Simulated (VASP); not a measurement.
These are PBE GGA, VASP's PBE PAW potentials (set 64) (plane waves; VASP) values and carry that method's errors.

A VASP calculation is set up with these files.

### INCAR
```
SIGMA = 0.1
EDIFF = 1E-7   ! SCF stop (eV)
ISMEAR = 1
LCHARG = .False.
ALGO = Normal   ! blocked Davidson
NSW = 1   ! most ionic steps
ENCUT = 530
LASPH = .True.   ! aspherical one-centre terms
LREAL = .False.   ! projection in real space or not
NFREE = 2
PREC = Accurate
GGA = PE   ! PBE
ISIF = 3
LWAVE = .False.
SYSTEM = Eu
IBRION = 6
LMAXMIX = 6   ! l cut-off of mixed one-centre charges
NELM = 100
POTIM = 0.015   ! step
```

**POSCAR**
```
Eu
1
   -2.2276439632     2.2276439632     2.2276439632
    2.2276439632    -2.2276439632     2.2276439632
    2.2276439632     2.2276439632    -2.2276439632
Eu
1
Direct
  0.0000000000   0.0000000000   0.0000000000
```

KPOINTS:
```
K-points
0
gamma
 10 10 10
```

POTCAR, in this order: Eu_2 (PBE.64 set). Program: vasp_std.

The run wrote:

File OSZICAR:
```
...
DAV:   6    -0.185966920996E+01    0.16777E-05   -0.39195E-06  2696   0.188E-02    0.955E-03
DAV:   7    -0.185966808450E+01    0.11255E-05   -0.17657E-06  2680   0.114E-02    0.708E-04
DAV:   8    -0.185966820487E+01   -0.12038E-06   -0.12463E-08  1032   0.134E-03    0.444E-04
DAV:   9    -0.185966830805E+01   -0.10317E-06   -0.41471E-09  1048   0.721E-04    0.790E-05
DAV:  10    -0.185966832579E+01   -0.17745E-07   -0.93115E-10   872   0.472E-04
   6 F= -.18596683E+01 E0= -.18596696E+01  d E =0.390795E-05
       N       E                     dE             d eps       ncg     rms          rms(c)
DAV:   1    -0.189460398883E+01   -0.34936E-01   -0.94162E-01  2416   0.931E+00    0.819E-01
DAV:   2    -0.187116314520E+01    0.23441E-01   -0.24380E-02  2728   0.148E+00    0.468E-01
DAV:   3    -0.185964899686E+01    0.11514E-01   -0.32703E-02  2592   0.173E+00    0.181E-01
DAV:   4    -0.185961107402E+01    0.37923E-04   -0.39181E-04  2304   0.180E-01    0.139E-01
DAV:   5    -0.185960004402E+01    0.11030E-04   -0.27089E-04  2096   0.119E-01    0.256E-02
DAV:   6    -0.185959555613E+01    0.44879E-05   -0.45001E-06  2632   0.207E-02    0.122E-02
DAV:   7    -0.185959337964E+01    0.21765E-05   -0.35621E-06  2648   0.167E-02    0.815E-04
DAV:   8    -0.185959333188E+01    0.47753E-07   -0.15214E-08  1000   0.149E-03
   7 F= -.18595933E+01 E0= -.18595981E+01  d E =0.143981E-04
       N       E                     dE             d eps       ncg     rms          rms(c)
DAV:   1    -0.187129589761E+01   -0.11703E-01   -0.42515E-01  6816   0.583E+00    0.464E-01
DAV:   2    -0.186372535403E+01    0.75705E-02   -0.93024E-03  8024   0.906E-01    0.272E-01
DAV:   3    -0.185977893013E+01    0.39464E-02   -0.10905E-02  7736   0.975E-01    0.961E-02
DAV:   4    -0.185976366692E+01    0.15263E-04   -0.17590E-04  6400   0.118E-01    0.713E-02
DAV:   5    -0.185975087032E+01    0.12797E-04   -0.79492E-05  6440   0.660E-02    0.173E-02
DAV:   6    -0.185975045526E+01    0.41506E-06   -0.19909E-06  7120   0.127E-02    0.699E-03
DAV:   7    -0.185975075769E+01   -0.30242E-06   -0.13706E-06  7360   0.104E-02    0.585E-04
DAV:   8    -0.185975074670E+01    0.10981E-07   -0.76872E-09  2696   0.101E-03
   8 F= -.18597507E+01 E0= -.18597859E+01  d E =0.105486E-03
       N       E                     dE             d eps       ncg     rms          rms(c)
DAV:   1    -0.187077531175E+01   -0.11025E-01   -0.29021E-01  7016   0.387E+00    0.451E-01
DAV:   2    -0.186344226037E+01    0.73331E-02   -0.69206E-03  7728   0.648E-01    0.268E-01
DAV:   3    -0.185972656189E+01    0.37157E-02   -0.77735E-03  8680   0.645E-01    0.759E-02
DAV:   4    -0.185975142336E+01   -0.24861E-04   -0.18387E-04  4600   0.115E-01    0.149E-02
DAV:   5    -0.185975067271E+01    0.75064E-06   -0.80121E-06  8080   0.266E-02    0.249E-03
DAV:   6    -0.185975074039E+01   -0.67672E-07   -0.17779E-07  4344   0.367E-03
   9 F= -.18597507E+01 E0= -.18597859E+01  d E =0.105492E-03
       N       E                     dE             d eps       ncg     rms          rms(c)
DAV:   1    -0.186119945563E+01   -0.14488E-02   -0.26569E-01  7160   0.371E+00    0.297E-01
DAV:   2    -0.185948295188E+01    0.17165E-02   -0.37748E-03  7768   0.521E-01    0.184E-01
DAV:   3    -0.185951159215E+01   -0.28640E-04   -0.32332E-03  8696   0.480E-01    0.444E-02
DAV:   4    -0.185963140055E+01   -0.11981E-03   -0.10925E-04  4776   0.867E-02    0.160E-02
DAV:   5    -0.185975228145E+01   -0.12088E-03   -0.96803E-06  8864   0.267E-02    0.308E-03
DAV:   6    -0.185975175430E+01    0.52715E-06   -0.25461E-07  4328   0.436E-03    0.935E-04
DAV:   7    -0.185975089466E+01    0.85964E-06   -0.20750E-08  2848   0.159E-03    0.166E-04
DAV:   8    -0.185975070310E+01    0.19155E-06   -0.29830E-09  2480   0.872E-04    0.710E-05
DAV:   9    -0.185975076666E+01   -0.63555E-07   -0.87909E-10  2464   0.445E-04
  10 F= -.18597508E+01 E0= -.18597859E+01  d E =0.105499E-03
       N       E                     dE             d eps       ncg     rms          rms(c)
DAV:   1    -0.187076034711E+01   -0.11010E-01   -0.31078E-01  7048   0.402E+00    0.451E-01
DAV:   2    -0.186344241687E+01    0.73179E-02   -0.70710E-03  7824   0.658E-01    0.268E-01
DAV:   3    -0.185972687611E+01    0.37155E-02   -0.77697E-03  8696   0.644E-01    0.758E-02
DAV:   4    -0.185975151926E+01   -0.24643E-04   -0.18082E-04  4568   0.114E-01    0.151E-02
DAV:   5    -0.185975067033E+01    0.84892E-06   -0.75733E-06  8064   0.261E-02    0.249E-03
DAV:   6    -0.185975076108E+01   -0.90743E-07   -0.25347E-07  4704   0.410E-03
  11 F= -.18597508E+01 E0= -.18597859E+01  d E =0.105488E-03
       N       E                     dE             d eps       ncg     rms          rms(c)
DAV:   1    -0.186946072938E+01   -0.97101E-02   -0.23653E-01  7288   0.344E+00    0.311E-01
DAV:   2    -0.186453766786E+01    0.49231E-02   -0.43896E-03  7784   0.503E-01    0.186E-01
DAV:   3    -0.186025615452E+01    0.42815E-02   -0.46647E-03  8808   0.458E-01    0.522E-02
DAV:   4    -0.185990863530E+01    0.34752E-03   -0.13856E-04  6280   0.104E-01    0.116E-02
DAV:   5    -0.185975174850E+01    0.15689E-03   -0.12774E-05  8880   0.304E-02    0.424E-03
DAV:   6    -0.185974910811E+01    0.26404E-05   -0.31391E-07  4480   0.505E-03    0.433E-04
DAV:   7    -0.185975044499E+01   -0.13369E-05   -0.15250E-08  3032   0.116E-03    0.172E-04
DAV:   8    -0.185975078998E+01   -0.34499E-06   -0.19885E-09  2528   0.634E-04    0.174E-05
DAV:   9    -0.185975077694E+01    0.13036E-07   -0.52559E-10  2440   0.338E-04
  12 F= -.18597508E+01 E0= -.18597859E+01  d E =0.105499E-03
       N       E                     dE             d eps       ncg     rms          rms(c)
DAV:   1    -0.187076921324E+01   -0.11018E-01   -0.31259E-01  7112   0.400E+00    0.451E-01
DAV:   2    -0.186344381167E+01    0.73254E-02   -0.69902E-03  8176   0.654E-01    0.268E-01
DAV:   3    -0.185972706806E+01    0.37167E-02   -0.77226E-03  8696   0.641E-01    0.757E-02
DAV:   4    -0.185975097315E+01   -0.23905E-04   -0.17791E-04  4624   0.113E-01    0.174E-02
DAV:   5    -0.185975066652E+01    0.30664E-06   -0.67381E-06  8144   0.248E-02    0.248E-03
DAV:   6    -0.185975076801E+01   -0.10150E-06   -0.27035E-07  5304   0.410E-03    0.834E-04
DAV:   7    -0.185975077518E+01   -0.71682E-08   -0.18151E-08  3200   0.157E-03
  13 F= -.18597508E+01 E0= -.18597859E+01  d E =0.105503E-03
       N       E                     dE             d eps       ncg     rms          rms(c)
DAV:   1    -0.186496151613E+01   -0.52107E-02   -0.45341E-01   960   0.700E+00    0.213E-01
DAV:   2    -0.186385085554E+01    0.11107E-02   -0.18357E-02   872   0.115E+00    0.129E-01
DAV:   3    -0.186034067043E+01    0.35102E-02   -0.26780E-03  1480   0.469E-01    0.482E-02
DAV:   4    -0.186023465507E+01    0.10602E-03   -0.70201E-05   752   0.784E-02    0.461E-03
DAV:   5    -0.186022288233E+01    0.11773E-04   -0.11816E-06  1504   0.105E-02    0.980E-04
DAV:   6    -0.186022126319E+01    0.16191E-05   -0.13633E-08   592   0.116E-03    0.627E-04
DAV:   7    -0.186022105159E+01    0.21160E-06   -0.10123E-09   544   0.591E-04    0.509E-05
DAV:   8    -0.186022103250E+01    0.19094E-07   -0.29734E-10   424   0.289E-04
  14 F= -.18602210E+01 E0= -.18602296E+01  d E =0.257436E-04
       N       E                     dE             d eps       ncg     rms          rms(c)
DAV:   1    -0.185424821288E+01    0.59728E-02   -0.12982E+00   936   0.128E+01    0.314E-02
DAV:   2    -0.186009987552E+01   -0.58517E-02   -0.58388E-02   880   0.226E+00    0.172E-02
DAV:   3    -0.186021881614E+01   -0.11894E-03   -0.12763E-03  1128   0.441E-01    0.925E-03
DAV:   4    -0.186022090949E+01   -0.20933E-05   -0.41336E-05  1136   0.114E-01    0.105E-03
DAV:   5    -0.186022098441E+01   -0.74925E-07   -0.63609E-07   888   0.721E-03
  15 F= -.18602210E+01 E0= -.18602296E+01  d E =0.257118E-04
```

File OUTCAR:
```
------------------------ aborting loop because EDIFF is reached ----------------------------------------
  FORCE on cell =-STRESS in cart. coord.  units (eV):
  Direction    XX          YY          ZZ          XY          YZ          ZX
  --------------------------------------------------------------------------------------
  Total       -0.0000624     -0.0000624     -0.0000624     -0.0000000      0.0000000      0.0000000
  in kB       -0.0022624     -0.0022624     -0.0022624     -0.0000000      0.0000000      0.0000000
  external PRESSURE =      -0.0022624 kB  Pullay stress =       0.0000000 kB
  volume of cell :       44.22
      direct lattice vectors                 reciprocal lattice vectors
    -2.227643963  2.227643963  2.227643963     0.000000000  0.224452385  0.224452385
     2.227643963 -2.227643963  2.227643963     0.224452385  0.000000000  0.224452385
     2.227643963  2.227643963 -2.227643963     0.224452385  0.224452385  0.000000000
 POSITION                                       TOTAL-FORCE (eV/Angst)
 -----------------------------------------------------------------------------------
     -0.01500      0.00000      0.00000        -0.000000      0.000000     -0.000000
 -----------------------------------------------------------------------------------
    total drift:                                0.000749      0.000000      0.000000
  FREE ENERGIE OF THE ION-ELECTRON SYSTEM (eV)
  ---------------------------------------------------
  free  energy   TOTEN  =        -1.8602209844 eV

  energy  without entropy=       -1.8602466963  energy(sigma->0) =       -1.86022956

   1 f/i=    0.000000 THz     0.000000 2PiTHz    0.000000 cm-1     0.000000 meV
             X         Y         Z           dx          dy          dz
      0.000000  0.000000  0.000000     1.000000    0.000000    0.000000

   2 f/i=    0.000000 THz     0.000000 2PiTHz    0.000000 cm-1     0.000000 meV
             X         Y         Z           dx          dy          dz
      0.000000  0.000000  0.000000     0.000000    1.000000    0.000000

   3 f/i=    0.000000 THz     0.000000 2PiTHz    0.000000 cm-1     0.000000 meV
             X         Y         Z           dx          dy          dz
      0.000000  0.000000  0.000000     0.000000    0.000000    1.000000

 ELASTIC MODULI CONTR FROM IONIC RELAXATION (kBar)
 Direction    XX          YY          ZZ          XY          YZ          ZX
 --------------------------------------------------------------------------------
 XX           0.0000      0.0000      0.0000      0.0000      0.0000      0.0000
 YY           0.0000      0.0000      0.0000      0.0000      0.0000      0.0000
 ZZ           0.0000      0.0000      0.0000      0.0000      0.0000      0.0000
 XY           0.0000      0.0000      0.0000      0.0000      0.0000      0.0000
 YZ           0.0000      0.0000      0.0000      0.0000      0.0000      0.0000
 ZX           0.0000      0.0000      0.0000      0.0000      0.0000      0.0000
 --------------------------------------------------------------------------------

 TOTAL ELASTIC MODULI (kBar)
 Direction    XX          YY          ZZ          XY          YZ          ZX
 --------------------------------------------------------------------------------
 XX         189.6060    101.1643    101.1643      0.0000      0.0000     -0.0000
 YY         101.1643    189.6060    101.1643      0.0000     -0.0000     -0.0000
 ZZ         101.1643    101.1643    189.6060      0.0000      0.0000      0.0000
 XY           0.0000      0.0000      0.0000    151.9474      0.0000      0.0000
 YZ           0.0000     -0.0000      0.0000      0.0000    151.9474      0.0000
 ZX          -0.0000     -0.0000      0.0000      0.0000      0.0000    151.9474
 --------------------------------------------------------------------------------
```
(Selected blocks of OUTCAR.)

The 4f electrons are frozen in the core of the lanthanide potential, so 4f levels, which can set the real gap, and their magnetism are missing. Finite-difference elastic constants of metals are sensitive to mesh and smearing; shear constants can be off by tens of GPa.

The compound is Eu in the bcc structure. It was relaxed first, which changed the volume by -8 %.
